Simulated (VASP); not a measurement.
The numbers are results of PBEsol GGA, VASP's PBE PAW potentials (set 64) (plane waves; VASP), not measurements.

A VASP calculation is set up with these files.

KPOINTS:
```
Automatic
0
G
  12 12 12
```

POSCAR:
```
Pb
1
    0.0000000000     2.4642490688     2.4642490688
    2.4642490688    -0.0000000000     2.4642490688
    2.4642490688     2.4642490688    -0.0000000000
Pb
1
Direct
  0.0000000000   0.0000000000   0.0000000000
```

### INCAR
```
SYSTEM = Pb
PREC = Accurate; ENCUT = 480; LREAL = .False.
LASPH = .True.
EDIFF = 1E-7; NELM = 100; ALGO = Normal
LMAXMIX = 4
ISMEAR = 1; SIGMA = 0.1
GGA = PS
ISIF = 2
LWAVE = .False.; LCHARG = .False.
```

POTCAR, in this order: Pb_d (PBE.64 set). Program: vasp_std.

Unless said otherwise, spin-orbit coupling is left out, though it shifts the bands of the heavy elements here.

**Question.** What does the run give for the energy per atom (σ→0), band gap (on the k-mesh)?

**Answer.** 
```json
{
 "energy per atom (σ→0)": "-3.983 eV/atom",
 "band gap (on the k-mesh)": "none (metal, semimetal or under 0.01 eV)"
}
```

### OSZICAR
```
...
DAV:   5    -0.400000672865E+01   -0.44145E-02   -0.44141E-02  2011   0.251E+00    0.588E-01
DAV:   6    -0.398648012177E+01    0.13527E-01   -0.20732E-02  1919   0.280E+00    0.275E-01
DAV:   7    -0.398314532410E+01    0.33348E-02   -0.82924E-03  1899   0.165E+00    0.880E-02
DAV:   8    -0.398292746563E+01    0.21786E-03   -0.36699E-04  2262   0.392E-01    0.100E-02
DAV:   9    -0.398292447902E+01    0.29866E-05   -0.83665E-06  1940   0.595E-02    0.444E-03
DAV:  10    -0.398292415046E+01    0.32856E-06   -0.49071E-07  1739   0.744E-03    0.148E-04
DAV:  11    -0.398292412115E+01    0.29311E-07   -0.11396E-08   984   0.140E-03
   1 F= -.39829241E+01 E0= -.39825522E+01  d E =-.111568E-02
```

The compound is Pb in the fcc structure. It was relaxed first.
